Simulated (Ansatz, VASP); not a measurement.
# Ti2MoCSeOF2 (2H-MoOSe under Ti2CF2 MXene, AA'): VASP beside Ansatz

Wanted: the spread between two codes on one cell, functional and k mesh. The cell is taken from a series of runs on this material, whose earlier steps may have relaxed, scaled, displaced or heated it; both programs get it as it stands.

Program: Ansatz 0.2.0. Level of theory: plane waves, with VASP 6.6.1 beside it; single point at PBE with D3(BJ). Results are calculated unless marked as measured.

## Step 1: The starting structure

The cell holds 8 atoms: 1 Se, 1 Mo, 1 O, 2 F, 2 Ti and 1 C. Cell: a = 3.038 Å, b = 3.038 Å, c = 28.049 Å, α = 90.0°, β = 90.0°, γ = 120.0°. Vacuum lies along c.

Coordinates:

```cif
data_structure
_symmetry_space_group_name_H-M 'P 1'
_symmetry_Int_Tables_number 1
_cell_length_a 3.0384
_cell_length_b 3.0384
_cell_length_c 28.0491
_cell_angle_alpha 90.000
_cell_angle_beta 90.000
_cell_angle_gamma 120.000
_cell_volume 224.25
loop_
_atom_site_label
_atom_site_type_symbol
_atom_site_fract_x
_atom_site_fract_y
_atom_site_fract_z
_atom_site_occupancy
Se1 Se 0.33333 0.66667 0.32087 1
Mo2 Mo 0.00000 0.00000 0.38412 1
O3 O 0.33333 0.66667 0.42399 1
F4 F 0.00000 0.00000 0.50959 1
F5 F 0.66667 0.33333 0.67913 1
Ti6 Ti 0.66667 0.33333 0.55331 1
Ti7 Ti 0.00000 0.00000 0.63446 1
C8 C 0.33333 0.66667 0.59396 1
```

## Step 2: Ansatz: single point, PBE with D3(BJ)

Ansatz runs on its default PAW (the set named soft_2) files.

With cell and atoms fixed, the geometry can't cause a difference; cores, projectors, grids and the points listed under the comparison can.

input.yaml

```yaml
crystal:
  lattice:
    - [3.0383875442, 0.0, 0.0]
    - [-1.5191937721, 2.6313207998, 0.0]
    - [0.0, 0.0, 28.0490658355]
  atoms:
    - { symbol: Se, position: [0.3333333333, 0.6666666667, 0.320866301] }
    - { symbol: Mo, position: [0.0, 0.0, 0.3841182185] }
    - { symbol: O, position: [0.3333333333, 0.6666666667, 0.4239942105] }
    - { symbol: F, position: [0.0, 0.0, 0.5095911606] }
    - { symbol: Ti, position: [0.6666666667, 0.3333333333, 0.5533060757] }
    - { symbol: C, position: [0.3333333333, 0.6666666667, 0.5939592463] }
    - { symbol: Ti, position: [0.0, 0.0, 0.6344579969] }
    - { symbol: F, position: [0.6666666667, 0.3333333333, 0.679133699] }
kpoints:
  mp_grid: { grid: [18, 18, 1] }
  band_path:
    path: [[0, 0, 0], [0.5, 0, 0], [0.33333333, 0.33333333, 0], [0, 0, 0]]
    npoints: 16
hamiltonian:
  xc: pbe
  dispersion: d3bj
scf:
  occupations: { method: fermi_dirac, width: 0.05 }
  convergence: { dr2_threshold: 1.0e-10 }
efield:
  axis: 3
  dipole_correction: true
  ramp_position: 0.97
  ramp_width: 0.06
  amplitude: 0
output:
  dos: { projected: true, e_range: [-6, 5] }
  bader: true
  write_potential: true
  write_density: true
  volumetric_format: npy
  elf: true
```

Run with:

```bash
ansatz run input.yaml --threads 4 --pin off --max-ram 6144MiB --backend cpu --events-out ev --progress --plain --runs-dir out
```

Numbers of over 12 decimals in the logs are rounded to 6 here.

The program printed:

```text
Engine: ansatz 0.2.0, aarch64-unknown-linux-gnu
Pseudopotentials: kind: paw
Pseudopotential: Se, paw, valence charge 16, recommended cutoff 420 eV (normal), Se.paw.azcp
Pseudopotential: Mo, paw, valence charge 14, recommended cutoff 420 eV (normal), Mo.paw.azcp
Pseudopotential: O, paw, valence charge 6, recommended cutoff 420 eV (normal), O.paw.azcp
Pseudopotential: F, paw, valence charge 7, recommended cutoff 420 eV (normal), F.paw.azcp
Pseudopotential: Ti, paw, valence charge 12, recommended cutoff 420 eV (normal), Ti.paw.azcp
Pseudopotential: C, paw, valence charge 4, recommended cutoff 420 eV (normal), C.paw.azcp
Functional definition: PBE
  parameter kappa = 0.804
  parameter beta = 0.066725
  exchange = pbe_x(kappa = kappa, mu = beta*pi^2/3)
  correlation = pbe_c(beta = beta)
Crystal: 8 atoms, lattice volume = 224.252 Å³
Basis set: ecut = 420 eV, 4341 PW (Γ)
Bands: 47, of which v1, the nominal top of the filled ones, is band 39 counted from 1 (38 counted from 0)
Symmetry: 6 space group operations
Space group: P3m1 (ITA 156), of the structure as read, at distance tolerance 6.1e-5 Å
k-points: 37 of 324 (time reversal used)
Non-local potential: Se, projectors of the file, l = 0: 2, l = 1: 2, l = 2: 3, l = 3: 1
Non-local potential: Mo, projectors of the file, l = 0: 3, l = 1: 2, l = 2: 2, l = 3: 1
Non-local potential: O, projectors of the file, l = 0: 2, l = 1: 2, l = 2: 1
Non-local potential: F, projectors of the file, l = 0: 2, l = 1: 2, l = 2: 1
Non-local potential: Ti, projectors of the file, l = 0: 3, l = 1: 2, l = 2: 3, l = 3: 1
Non-local potential: C, projectors of the file, l = 0: 2, l = 1: 2, l = 2: 1
PAW form: soft (Blöchl's): semilocal exchange-correlation on the pseudo side does not see the compensation charge
PAW one-centre angular grid: Se, 590 points (default); XC on 64 Gauss nodes
PAW one-centre angular grid: Mo, 590 points (default); XC on 64 Gauss nodes
PAW one-centre angular grid: O, 110 points (default); XC on 64 Gauss nodes
PAW one-centre angular grid: F, 110 points (default); XC on 64 Gauss nodes
PAW one-centre angular grid: Ti, 590 points (default); XC on 64 Gauss nodes
PAW one-centre angular grid: C, 110 points (default); XC on 64 Gauss nodes
Initial density: superposition of atomic densities (neutral atoms: chi_scale 0, normalization atom), corrected by the library's trained network
Initial wavefunctions: pseudopotential atomic-orbital guess
Functional: x = pbe(κ = 0.804, μ = 0.219515), c = pbe(β = 0.066725)
SCF iter   1: F=—  HF=-17868.034056 eV  |F-HF|=—  |Δ(HF+E_count)|=         —  Δρ=6.87e-3  dr2=6.42e-1  ethr=1.77e-3  p=-0.020 e·Å  D=-1.57e-2 V/Å  ΔV_dip=0.44 eV  dr2_dipole=1.09e-1  V_vac-E_F(+/−)=4.97/4.53 eV  ⟨swp⟩=7.6  Hψ=7445  notcnv=0  defer=1
efield: sawtooth ramp at fractional position 0.9700 (set: `efield.ramp_position`, or a place that a band, a saddle search or an elastic batch's reference lends), width 0.0600; the density the first Hamiltonian is built on has a dipole p = -0.020 e·Å; the dipole correction subtracts the counter field D = -1.57e-2 V/Å, which shifts the + side's vacuum level by +0.44 eV against the − side's; the planar-averaged density in the ramp window peaks in size at 3.8e-5 e/Å³
preconditioner: auto → LDOS  [metal: Δε(μ)=0.042 eV  Ē_g=7.896 eV  σ=0.050 eV  W_gap=0.20  n_scr=20 (ndim 8)  ℏωp=15.7 eV  f_vac=0.550  D(μ)=2.19/eV (n_scr^D=10)  β→1.0]
SCF iter   2: F=—  HF=-17868.139265 eV  |F-HF|=—  |Δ(HF+E_count)|=   1.05e-1  Δρ=1.06e-2  dr2=1.55e0  ethr=8.23e-4  p=0.007 e·Å  D=5.79e-3 V/Å  ΔV_dip=-0.16 eV  dr2_dipole=3.30e-1  V_vac-E_F(+/−)=4.65/4.82 eV  ⟨swp⟩=3.3  Hψ=3166  notcnv=0  defer=43  recentre
SCF iter   3: F=—  HF=-17868.028791 eV  |F-HF|=—  |Δ(HF+E_count)|=   1.10e-1  Δρ=6.89e-3  dr2=5.08e-1  ethr=8.23e-4  p=-0.073 e·Å  D=-5.88e-2 V/Å  ΔV_dip=1.65 eV  dr2_dipole=1.86e-2  V_vac-E_F(+/−)=4.94/3.29 eV  ⟨swp⟩=3.9  Hψ=3638  notcnv=0  defer=45
SCF iter   4: F=—  HF=-17867.987664 eV  |F-HF|=—  |Δ(HF+E_count)|=   4.11e-2  Δρ=3.05e-3  dr2=8.51e-2  ethr=6.51e-4  p=-0.054 e·Å  D=-4.35e-2 V/Å  ΔV_dip=1.22 eV  dr2_dipole=2.85e-3  V_vac-E_F(+/−)=4.86/3.64 eV  ⟨swp⟩=2.5  Hψ=2246  notcnv=0  defer=27
SCF iter   5: F=—  HF=-17867.977389 eV  |F-HF|=—  |Δ(HF+E_count)|=   1.03e-2  Δρ=1.21e-3  dr2=2.71e-2  ethr=1.09e-4  p=-0.060 e·Å  D=-4.84e-2 V/Å  ΔV_dip=1.36 eV  dr2_dipole=8.37e-3  V_vac-E_F(+/−)=4.78/3.42 eV  ⟨swp⟩=3.0  Hψ=3077  notcnv=0  defer=33
SCF iter   6: F=—  HF=-17867.974347 eV  |F-HF|=—  |Δ(HF+E_count)|=   3.04e-3  Δρ=9.20e-4  dr2=3.90e-3  ethr=3.48e-5  p=-0.068 e·Å  D=-5.53e-2 V/Å  ΔV_dip=1.55 eV  dr2_dipole=3.23e-4  V_vac-E_F(+/−)=4.78/3.23 eV  ⟨swp⟩=2.6  Hψ=2638  notcnv=0  defer=24
SCF iter   7: F=—  HF=-17867.974512 eV  |F-HF|=—  |Δ(HF+E_count)|=   1.65e-4  Δρ=5.00e-4  dr2=7.50e-3  ethr=5.00e-6  p=-0.066 e·Å  D=-5.33e-2 V/Å  ΔV_dip=1.49 eV  dr2_dipole=3.07e-3  V_vac-E_F(+/−)=4.78/3.29 eV  ⟨swp⟩=2.1  Hψ=2358  notcnv=0  defer=21  recentre
SCF iter   8: F=—  HF=-17867.974593 eV  |F-HF|=—  |Δ(HF+E_count)|=   8.11e-5  Δρ=7.42e-4  dr2=1.36e-2  ethr=5.00e-6  p=-0.070 e·Å  D=-5.69e-2 V/Å  ΔV_dip=1.60 eV  dr2_dipole=4.39e-3  V_vac-E_F(+/−)=4.80/3.20 eV  ⟨swp⟩=2.0  Hψ=2010  notcnv=0  defer=21
SCF iter   9: F=—  HF=-17867.974313 eV  |F-HF|=—  |Δ(HF+E_count)|=   2.80e-4  Δρ=1.96e-4  dr2=1.13e-3  ethr=5.00e-6  p=-0.070 e·Å  D=-5.62e-2 V/Å  ΔV_dip=1.58 eV  dr2_dipole=3.96e-4  V_vac-E_F(+/−)=4.79/3.22 eV  ⟨swp⟩=1.4  Hψ=1747  notcnv=0  defer=21
SCF iter  10: F=—  HF=-17867.974301 eV  |F-HF|=—  |Δ(HF+E_count)|=   1.22e-5  Δρ=9.98e-5  dr2=3.58e-4  ethr=1.45e-6  p=-0.069 e·Å  D=-5.60e-2 V/Å  ΔV_dip=1.57 eV  dr2_dipole=1.32e-4  V_vac-E_F(+/−)=4.79/3.22 eV  ⟨swp⟩=1.8  Hψ=2005  notcnv=0  defer=21
SCF iter  11: F=—  HF=-17867.974286 eV  |F-HF|=—  |Δ(HF+E_count)|=   1.48e-5  Δρ=1.69e-5  dr2=4.81e-6  ethr=4.59e-7  p=-0.069 e·Å  D=-5.57e-2 V/Å  ΔV_dip=1.56 eV  dr2_dipole=1.33e-6  V_vac-E_F(+/−)=4.79/3.23 eV  ⟨swp⟩=1.8  Hψ=2134  notcnv=0  defer=21
SCF iter  12: F=—  HF=-17867.974456 eV  |F-HF|=—  |Δ(HF+E_count)|=   1.69e-4  Δρ=5.87e-6  dr2=7.77e-8  ethr=6.17e-9  p=-0.069 e·Å  D=-5.57e-2 V/Å  ΔV_dip=1.56 eV  dr2_dipole=4.34e-9  V_vac-E_F(+/−)=4.79/3.23 eV  ⟨swp⟩=1.9  Hψ=2394  notcnv=0  defer=21
SCF iter  13: F=—  HF=-17867.974456 eV  |F-HF|=—  |Δ(HF+E_count)|=   1.03e-7  Δρ=4.82e-6  dr2=6.66e-7  ethr=9.97e-11  p=-0.069 e·Å  D=-5.57e-2 V/Å  ΔV_dip=1.56 eV  dr2_dipole=2.16e-7  V_vac-E_F(+/−)=4.79/3.23 eV  ⟨swp⟩=2.1  Hψ=2472  notcnv=0  defer=21
SCF iter  14: F=—  HF=-17867.974456 eV  |F-HF|=—  |Δ(HF+E_count)|=   1.58e-8  Δρ=7.77e-7  dr2=5.98e-9  ethr=9.97e-11  p=-0.069 e·Å  D=-5.57e-2 V/Å  ΔV_dip=1.56 eV  dr2_dipole=1.90e-9  V_vac-E_F(+/−)=4.79/3.23 eV  ⟨swp⟩=1.3  Hψ=1762  notcnv=0  defer=21
SCF iter  15: F=—  HF=-17867.974456 eV  |F-HF|=—  |Δ(HF+E_count)|=   2.01e-9  Δρ=3.05e-7  dr2=1.34e-9  ethr=7.66e-12  p=-0.069 e·Å  D=-5.57e-2 V/Å  ΔV_dip=1.56 eV  dr2_dipole=5.12e-10  V_vac-E_F(+/−)=4.79/3.23 eV  ⟨swp⟩=2.0  Hψ=2286  notcnv=0  defer=21
SCF iter  16: F=-17867.974456 eV  HF=-17867.974456 eV  |F-HF|=9.82e-11  |Δ(HF+E_count)|=  3.75e-10  Δρ=1.03e-7  dr2=9.66e-11  ethr=1.00e-12  p=-0.069 e·Å  D=-5.57e-2 V/Å  ΔV_dip=1.56 eV  dr2_dipole=4.06e-11  V_vac-E_F(+/−)=4.79/3.23 eV  ⟨swp⟩=7.1  Hψ=5570  notcnv=0
SCF 1 converged in 16 iterations: F = -17867.974456 eV  dr2 = 9.66e-11
  greatest PAW one-centre occupation: 1.000 electrons in one spin orbital (limit 2), on the Se atom at site 0 (counted from 0), in its partial waves of l = 2
NSCF: frozen V_eff on 49 k-points
efield: sawtooth ramp at fractional position 0.9700 (kept from the solve that this one continues, or follows in the run), width 0.0600; the density the first Hamiltonian is built on has a dipole p = -0.069 e·Å; the dipole correction subtracts the counter field D = -5.57e-2 V/Å, which shifts the + side's vacuum level by +1.56 eV against the − side's; the planar-averaged density in the ramp window peaks in size at 7.0e-6 e/Å³
WARN: The output density's exchange-correlation potential varies sharply where the density is thin. Do not read a vacuum level from v_tot or v_xc, or from such a field of the output density. On a cell that repeats whose density bears no net charge and no dipole along the vacuum's axis use v_es (v_loc + v_h of the components); under efield.dipole_correction with no amplitude use v_es + v_field, which holds any externa [...]
SCF converged after 16 iterations
Free energy (F): -17867.974456 eV
Harris-Foulkes:  -17867.974456 eV  (|F-HF|=9.82e-11)
Internal energy: -17867.956578 eV  (E = F + TS)
E sigma→0 (E₀):  -17867.965517 eV
Entropy (-TS):   -0.017877 eV (-2.235 meV/atom)
Fermi energy:    3.587365 eV
Dipole field:    D = -0.055679 V/Å  (p = -0.069003 e·Å, saw-weighted, corrected)
Work function:   Φ+ = 4.7918 eV   Φ− = 3.2301 eV
Levels:          The Fermi level and band energies are counted from a zero that moves with the ramp; work functions are not
--- Per-component energies (eV) ---
  E_band       = -1561.888420
  E_kinetic    = 1787.156084
  E_local      = -108682.972565  (includes V_loc(G=0)·N_el)
  E_nonlocal   = -218.673338
  E_hartree    = 53463.289152
  E_xc         = -768.080191
  E_vxc        = -934.791870  (∫ρ·V_xc dr)
  E_paw        = -7863.694962  (= ΣΔE_a)
  E_vpaw       = -437.641531  (= ΣTr[D̂ρ^β])
  E_aug_tail   = 0.006151  (compensation charges beyond the density's cutoff)
  E_efield     = 0.001921  (sawtooth field / dipole correction)
  E_vefield    = -1.549225  (∫n·V_field dr)
  E_ewald      = 44417.132444
  E_disp       = -2.121276  (pairwise vdW)
  E_smearing   = -0.017877  (= −TS)
  E_closure    = -0.000000  (closes the sum)
  Σ components = -17867.974456   (vs F -17867.974456, Δ=0.00e0)
--- Band table (eV; the first three rows and the last of 37) ---
  k-point 0: bands = [... 35 lower, 1.0503, 1.0503, 2.6620, 3.5507, 3.5507, 3.8266, 4.7555, 4.7555, ... 4 higher]
  k-point 1: bands = [... 35 lower, 0.9318, 1.0065, 2.6118, 3.4985, 3.6073, 3.8582, 4.7332, 4.7877, ... 4 higher]
  k-point 2: bands = [... 35 lower, 0.8603, 0.9000, 2.4415, 3.3209, 3.7672, 3.9777, 4.6336, 4.8316, ... 4 higher]
  k-point 36: bands = [... 35 lower, -0.3950, 0.1187, 1.5625, 3.6073, 4.0204, 4.5932, 4.6265, 4.9667, ... 4 higher]
--- Bader charges: 8 sites ---
  site symbol  charge [e]  shift [e]
     0     Se     -0.4309     0.0005
     1     Mo      1.4189     0.0000
     2      O     -1.0058     0.0005
     3      F     -0.7575     0.0002
     4     Ti      1.7327     0.0001
     5      C     -1.9194     0.0005
     6     Ti      1.7230     0.0001
     7      F     -0.7610     0.0002
  estimated error of the sums over rays = 6.6e-4 e
```

(Part 1 of 2 ends here.)

[Lines on the potential files, build, host, timing and source positions are cut from VASP's logs without a mark.]

[Logs are printed without paths, hosts, clocks, repeated set-up lines and the standing remarks that a program may print on its own settings, such as how far it seeks lower states.]

[Hosts, paths, dates, database ids (printed as entryN), source tags and the programs' standing remarks are cut or masked in the printed files.]
